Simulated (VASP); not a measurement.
All values below come from LDA (Ceperley-Alder, Perdew-Zunger), VASP's LDA PAW potentials (set 64) (plane waves; VASP 6.6.1).

Input for VASP

### INCAR
```
LCHARG = .FALSE.
LREAL = .FALSE.
LMAXMIX = 4
EDIFF = 1E-6   ! SCF stop (eV)
PREC = Accurate
ISIF = 3   ! ions, shape and volume
LASPH = .TRUE.   ! aspherical one-centre terms
NSW = 60   ! most ionic steps
NELM = 100
IBRION = 2   ! conjugate gradients
SYSTEM = CuZn
EDIFFG = -0.01   ! ionic stop
LWAVE = .FALSE.
ENCUT = 520
SIGMA = 0.1
ISMEAR = 1   ! Methfessel-Paxton
ALGO = Normal
```

File POSCAR:
```
CuZn
1.0
  2.9500000000   0.0000000000   0.0000000000
  0.0000000000   2.9500000000   0.0000000000
  0.0000000000   0.0000000000   2.9500000000
Zn Cu
1 1
direct
  0.5000000000   0.5000000000   0.5000000000
  0.0000000000   0.0000000000   0.0000000000
```

### KPOINTS
```
Automatic mesh
0
Gamma
11 11 11
0 0 0
```

POTCAR, in this order: Zn Cu (LDA.64 set). Program: vasp_std.

Energy and stress use the plane-wave basis of the starting cell.

Estimate the energy per atom (σ→0), volume per atom, band gap (on the k-mesh).

```json
{
  "energy per atom (σ→0)": "-3.400 eV/atom",
  "band gap (on the k-mesh)": "none (metal, semimetal or under 0.01 eV)",
  "volume_per_atom": "11.90 Å^3/atom"
}
```

OSZICAR:
```
...
       N       E                     dE             d eps       ncg     rms          rms(c)
DAV:   1    -0.680073658416E+01   -0.41119E-06   -0.77233E-07   840   0.232E-02    0.168E-03
DAV:   2    -0.680073655385E+01    0.30315E-07   -0.31064E-07   840   0.168E-02
   8 F= -.68007366E+01 E0= -.68006921E+01  d E =-.303736E-06
       N       E                     dE             d eps       ncg     rms          rms(c)
DAV:   1    -0.680073745884E+01   -0.87467E-06   -0.27903E-06  1490   0.435E-02    0.342E-03
DAV:   2    -0.680073733302E+01    0.12582E-06   -0.12949E-06   848   0.336E-02
   9 F= -.68007373E+01 E0= -.68006928E+01  d E =-.108291E-05
```

The compound is CuZn in the CsCl type structure. This run relaxes it. Symmetry was kept, so distortions that lower it aren't found. The electron count is odd and the run is not spin-polarised, which forces a metal.
